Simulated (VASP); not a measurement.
Level of theory: LDA (Ceperley-Alder, Perdew-Zunger), VASP's LDA PAW potentials (set 64) (plane waves; VASP).

A VASP calculation is set up with these files.

**POSCAR**
```
K
1
   -2.5207137189     2.5207137189     2.5207137189
    2.5207137189    -2.5207137189     2.5207137189
    2.5207137189     2.5207137189    -2.5207137189
K
1
Direct
  0.0000000000   0.0000000000   0.0000000000
```

### KPOINTS
```
Automatic mesh
0
Gamma
12 12 12
0 0 0
```

INCAR:
```
! general
SYSTEM = K
PREC   = Accurate
ENCUT  = 400
LREAL  = .False.
LASPH  = .True.

! electronic loop
EDIFF  = 1E-7   ! SCF stop (eV)
NELM   = 100
ALGO   = Normal   ! blocked Davidson

! smearing
ISMEAR = -5   ! tetrahedra, Bloechl

! ions
ISIF   = 2

! output
LWAVE  = .False.
LCHARG = .True.
LORBIT = 11   ! lm-projected
NEDOS  = 601   ! DOS grid
```

POTCAR, in this order: K_sv (LDA.64 set). Program: vasp_std.

### Question
What will the output report for the number of irreducible k-points (NKPTS), number of bands (NBANDS), largest plane-wave count, number of space-group operations, FFT grid (NGX, NGY, NGZ)?

### Answer

number of irreducible k-points (NKPTS): 72
number of bands (NBANDS): 8
largest plane-wave count: 1180
number of space-group operations: 48
FFT grid (NGX, NGY, NGZ): 28 × 28 × 28

The compound is K in the bcc structure. It was relaxed first, which changed the volume by -13 %.
